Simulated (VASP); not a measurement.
VASP runs on ZnS (space group P6_3mc) share one base input (LDA (Ceperley-Alder, Perdew-Zunger), plane waves, VASP's LDA PAW potentials (set 64)) and change the settings named in each case.

**POSCAR**
```
ZnS
1
    3.8455550000     0.0000000000     0.0000000000
   -1.9227770000     3.3303480000     0.0000000000
    0.0000000000     0.0000000000    44.0316870000
Zn S
14 14
Direct
  0.6666670000   0.3333330000   0.0715000000
  0.3333330000   0.6666670000   0.5715000000
  0.0000000000   0.0000000000   0.6429000000
  0.0000000000   0.0000000000   0.1429000000
  0.3333330000   0.6666670000   0.7857000000
  0.6666670000   0.3333330000   0.2857000000
  0.0000000000   0.0000000000   0.3572000000
  0.0000000000   0.0000000000   0.8572000000
  0.6666670000   0.3333330000   0.9286000000
  0.3333330000   0.6666670000   0.4286000000
  0.3333330000   0.6666670000   0.2143000000
  0.6666670000   0.3333330000   0.7143000000
  0.3333330000   0.6666670000   0.0000000000
  0.6666670000   0.3333330000   0.5000000000
  0.3333330000   0.6666670000   0.4820000000
  0.6666670000   0.3333330000   0.9820000000
  0.3333330000   0.6666670000   0.0536000000
  0.6666670000   0.3333330000   0.5536000000
  0.6666670000   0.3333330000   0.3393000000
  0.3333330000   0.6666670000   0.8393000000
  0.0000000000   0.0000000000   0.4107000000
  0.0000000000   0.0000000000   0.9107000000
  0.6666670000   0.3333330000   0.7678000000
  0.3333330000   0.6666670000   0.2678000000
  0.0000000000   0.0000000000   0.1964000000
  0.0000000000   0.0000000000   0.6964000000
  0.6666670000   0.3333330000   0.1250000000
  0.3333330000   0.6666670000   0.6250000000
```

### INCAR
```
LMAXMIX  =  4
SYSTEM  =  ZnS
LASPH  =  .TRUE.   ! aspherical one-centre terms
NELM  =  100
ISIF  =  2
EDIFF  =  1E-6   ! SCF stop (eV)
ISMEAR  =  0
ENCUT  =  300   ! plane-wave cut-off (eV)
PREC  =  Accurate
SIGMA  =  0.01
LREAL  =  Auto
ALGO  =  Normal
LCHARG  =  .FALSE.
LWAVE  =  .FALSE.
```

File KPOINTS:
```
Automatic mesh
0
Gamma
7 7 1
0.5 0.5 0.5
```

POTCAR, in this order: Zn S (LDA.64 set). Program: vasp_std.

| change | E(σ→0) (eV/atom) | pressure (GPa) |
|---|---|---|
| base run | -4.0740 | -5.96 |
| LDAU = .TRUE., LDAUJ = 0 0, LDAUL = 2 -1, LDAUTYPE = 2, LDAUU = 1.0 0 | -4.0281 | -6.19 |
| LDAU = .TRUE., LDAUJ = 0 0, LDAUL = 2 -1, LDAUTYPE = 2, LDAUU = 2.0 0 | -3.9862 | -6.46 |
| LDAU = .TRUE., LDAUJ = 0 0, LDAUL = 2 -1, LDAUTYPE = 2, LDAUU = 3.0 0 | -3.9484 | -6.76 |
| LDAU = .TRUE., LDAUJ = 0 0, LDAUL = 2 -1, LDAUTYPE = 2, LDAUU = 4.0 0 | -3.9147 | -7.15 |
| LDAU = .TRUE., LDAUJ = 0 0, LDAUL = 2 -1, LDAUTYPE = 2, LDAUU = 5.0 0 | -3.8852 | -7.58 |
| LDAU = .TRUE., LDAUJ = 0 0, LDAUL = 2 -1, LDAUTYPE = 2, LDAUU = 6.0 0 | -3.8598 | -8.08 |
| LDAU = .TRUE., LDAUJ = 0 0, LDAUL = 2 -1, LDAUTYPE = 2, LDAUU = 7.0 0 | -3.8387 | -8.62 |
| LDAU = .TRUE., LDAUJ = 0 0, LDAUL = 2 -1, LDAUTYPE = 2, LDAUU = 8.0 0 | -3.8220 | -9.23 |
 Energies of different potentials or functionals have different zeros.  At 300 eV the pressure can carry a Pulay error.

Left out are runs that ran out of time, are held back, or changed the cell or the kind of run, fixed moments of cells without a moment, rows past the twelfth, gaps on odd meshes, pressures of charged cells and columns that move by less than the noise.

The structure comes from a computed database's ZnS entry; how it stands against other phases isn't given here. The cell was not relaxed at this level, its lattice was scaled by up to 2.5 %.
